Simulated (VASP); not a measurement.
Energy against volume of MgO (rock salt). Computed with MS2 meta-GGA, VASP's PBE PAW potentials (set 64) (plane waves; VASP). Settings: 520 eV cut-off, 11×11×11 Γ-centred mesh, Gaussian smearing of 0.050 eV, potentials Mg O.

```json
[
 {"V (Å³/atom)": "8.681", "E (eV/atom)": "-8.92567"},
 {"V (Å³/atom)": "8.959", "E (eV/atom)": "-8.94078"},
 {"V (Å³/atom)": "9.236", "E (eV/atom)": "-8.94570"},
 {"V (Å³/atom)": "9.513", "E (eV/atom)": "-8.94187"}
]
```

Problem. Fit these four points and predict the energy of the run at 9.790 Å³/atom.

Solution. A cubic in V^(−2/3), the third-order Birch-Murnaghan form, passes through the four points with V0 = 9.25 Å³/atom and B0 = 168 GPa, and gives -8.9305 eV/atom there. The run gave -8.9306 eV/atom, -0.1 meV/atom from the fit; all five points give B0 = 167 GPa.

The compound is MgO in the rock salt structure. It was relaxed first.
